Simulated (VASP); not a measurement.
A convergence study with VASP on KBr (rock salt): one setting is varied, all else stays as given below, so the limit is that of these other settings. Each run relaxes cell and ions from the cell shown. The basis is that of the starting cell, so low cut-offs carry a Pulay error.

```
KBr
1.0
    0.00000     3.30000     3.30000
    3.30000     0.00000     3.30000
    3.30000     3.30000     0.00000
K Br
1 1
Direct
  0.00000   0.00000   0.00000
  0.50000   0.50000   0.50000
```

Computed with PBE GGA, VASP's PBE PAW potentials (set 64) (plane waves; VASP). The tightest run used: 700 eV cut-off, 6×6×6 Γ-centred mesh, Gaussian smearing of 0.050 eV, potentials K_sv Br.

Gaps are read on the run's mesh, which can miss a band edge.

```tsv
setting	relaxed volume (Å³/atom)	E (eV/atom)	gap on the mesh (eV)	plane waves
ENCUT = 150	28.613	-3.4897	5.209	310
ENCUT = 200	34.756	-3.1134	4.545	475
ENCUT = 250	37.249	-3.1094	4.340	656
ENCUT = 300	37.378	-3.1098	4.330	869
ENCUT = 350	37.559	-3.1105	4.319	1090
ENCUT = 400	37.700	-3.1112	4.309	1315
```

These are the cheaper rows. Estimate the results at ENCUT = 700, and how far the last row shown lies from them.

```tsv
quantity	tightest run	last row shown is off by
relaxed volume (Å³/atom)	37.799	-0.099
E (eV/atom)	-3.1118	0.0006
gap on the mesh (eV)	4.302	0.006
```

Left out are rungs that failed or repeat a setting and relaxations that didn't move; long series are thinned to 24 rows.

The compound is KBr in the rock salt structure.
